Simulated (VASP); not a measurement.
Calculation: PBE GGA, VASP's PBE PAW potentials (set 64) (plane waves; VASP).

Input for VASP

KPOINTS:
```
Automatic mesh
0
Monkhorst-Pack
7 7 7
0 0 0
```

**POSCAR**
```
SrCl2
1.0
  0.0000000000   3.4474220000   3.5011510000
  3.4734590000   0.0000000000   3.5011510000
  3.4734590000   3.4474220000   0.0000000000
Sr Cl
1 2
direct
  0.0000000000   0.0000000000   0.0000000000
  0.2500000000   0.2500000000   0.2500000000
  0.7416400000   0.7583600000   0.7583600000
```

**INCAR**
```
# general
SYSTEM   =  SrCl2
PREC     =  Accurate
ENCUT    =  400
LREAL    =  .False.   # projection in real space or not
LASPH    =  .True.   # aspherical one-centre terms

# electronic loop
EDIFF    =  1E-6
NELM     =  100   # most electronic steps
ALGO     =  Normal   # blocked Davidson
LMAXMIX  =  4   # l cut-off of mixed one-centre charges

# smearing
ISMEAR   =  0
SIGMA    =  0.05

# functional
GGA      =  PE   # PBE

# ions
ISIF     =  2   # forces and stress, cell fixed

# output
LWAVE    =  .False.
LCHARG   =  .False.
```

POTCAR, in this order: Sr_sv Cl (PBE.64 set). Program: vasp_std.

Output

**OSZICAR**
```
       N       E                     dE             d eps       ncg     rms          rms(c)
DAV:   1     0.134290206220E+03    0.13429E+03   -0.10213E+04  3200   0.110E+03
DAV:   2    -0.531852311424E+01   -0.13961E+03   -0.13684E+03  4232   0.230E+02
DAV:   3    -0.128143489892E+02   -0.74958E+01   -0.74893E+01  4592   0.585E+01
DAV:   4    -0.130377159732E+02   -0.22337E+00   -0.22333E+00  5528   0.817E+00
DAV:   5    -0.130397309453E+02   -0.20150E-02   -0.20149E-02  4648   0.696E-01    0.135E+01
DAV:   6    -0.127474430476E+02    0.29229E+00   -0.76422E-01  4376   0.506E+00    0.876E+00
DAV:   7    -0.127577696261E+02   -0.10327E-01   -0.45694E-01  5040   0.420E+00    0.200E+00
DAV:   8    -0.127613634151E+02   -0.35938E-02   -0.65715E-02  4016   0.149E+00    0.327E-01
DAV:   9    -0.127628062923E+02   -0.14429E-02   -0.25410E-03  4600   0.317E-01    0.123E-01
DAV:  10    -0.127641205224E+02   -0.13142E-02   -0.11476E-03  3704   0.221E-01    0.325E-02
DAV:  11    -0.127642003570E+02   -0.79835E-04   -0.10003E-04  4936   0.578E-02    0.390E-02
DAV:  12    -0.127642105545E+02   -0.10197E-04   -0.14553E-05  4120   0.217E-02    0.125E-02
DAV:  13    -0.127642137855E+02   -0.32310E-05   -0.76174E-06  4312   0.153E-02    0.376E-03
DAV:  14    -0.127642136846E+02    0.10093E-06   -0.30218E-07  3288   0.392E-03
   1 F= -.12764214E+02 E0= -.12764214E+02  d E =-.441936E-11
```

**OUTCAR**
```
------------------------ aborting loop because EDIFF is reached ----------------------------------------
  FORCE on cell =-STRESS in cart. coord.  units (eV):
  Direction    XX          YY          ZZ          XY          YZ          ZX
  --------------------------------------------------------------------------------------
  Total        0.8361962      1.0303143      0.6072708      0.0000000      0.1592220      0.0000000
  in kB       15.9779600     19.6871500     11.6036749      0.0000000      3.0423986      0.0000000
  external PRESSURE =      15.7562616 kB  Pullay stress =       0.0000000 kB
  volume of cell :       83.85
      direct lattice vectors                 reciprocal lattice vectors
     0.000000000  3.447422000  3.501151000    -0.143948727  0.145035914  0.142810179
     3.473459000  0.000000000  3.501151000     0.143948727 -0.145035914  0.142810179
     3.473459000  3.447422000  0.000000000     0.143948727  0.145035914 -0.142810179
 POSITION                                       TOTAL-FORCE (eV/Angst)
 -----------------------------------------------------------------------------------
      0.00000      0.00000      0.00000         0.084333     -0.000000      0.000000
      1.73673      1.72371      1.75058         0.085971     -0.000000      0.000000
      5.26826      5.17113      5.25173        -0.170304      0.000000      0.000000
 -----------------------------------------------------------------------------------
    total drift:                                0.000088     -0.000000     -0.000000
  FREE ENERGIE OF THE ION-ELECTRON SYSTEM (eV)
  ---------------------------------------------------
  free  energy   TOTEN  =       -12.7642136846 eV

  energy  without entropy=      -12.7642136846  energy(sigma->0) =      -12.76421368
```
(Selected blocks of OUTCAR.)

File OUTCAR:
```
 val. band max:        0.2495550895   @ k =  -0.4286  -0.0000   0.4286

 cond. band min:       5.6107787709   @ k =   0.0000   0.0000   0.0000


 Fermi energy:         0.4624274120

 k-point     1 :       0.0000    0.0000    0.0000
  band No.  band energies     occupation
      1     -32.6112      2.00000
      2     -14.6089      2.00000
      3     -14.6074      2.00000
      4     -14.6047      2.00000
      5     -13.1108      2.00000
      6     -12.2328      2.00000
      7      -1.9624      2.00000
      8      -1.9359      2.00000
      9      -1.9004      2.00000
     10      -0.1670      2.00000
     11      -0.1007      2.00000
     12      -0.0470      2.00000
     13       5.6108      0.00000
     14       6.2875      0.00000
     15       6.3773      0.00000
     16       9.2475      0.00000

 k-point     2 :       0.1429    0.0000    0.0000
  band No.  band energies     occupation
      1     -32.6105      2.00000
      2     -14.6845      2.00000
      3     -14.6109      2.00000
      4     -14.6089      2.00000
      5     -12.9821      2.00000
      6     -12.2796      2.00000
      7      -1.8679      2.00000
      8      -1.8354      2.00000
      9      -1.7906      2.00000
     10      -0.3647      2.00000
     11      -0.2428      2.00000
     12      -0.1854      2.00000
     13       6.0544      0.00000
     14       6.4591      0.00000
     15       6.5399      0.00000
     16       8.4293      0.00000

 k-point     3 :       0.0000   -0.0000    0.1429
  band No.  band energies     occupation
      1     -32.6105      2.00000
      2     -14.6792      2.00000
      3     -14.6107      2.00000
      4     -14.6084      2.00000
      5     -12.9926      2.00000
      6     -12.2761      2.00000
      7      -1.8813      2.00000
      8      -1.8551      2.00000
      9      -1.7732      2.00000
     10      -0.3583      2.00000
     11      -0.2380      2.00000
     12      -0.1795      2.00000
     13       6.0652      0.00000
...
```

The compound is SrCl2 in the fluorite structure. The cell was not relaxed at this level, atoms are displaced from their ideal sites. The run is one of a series of settings (KPOINTS 7×7×7 Monkhorst-Pack mesh against the base run), some of them coarse on purpose.
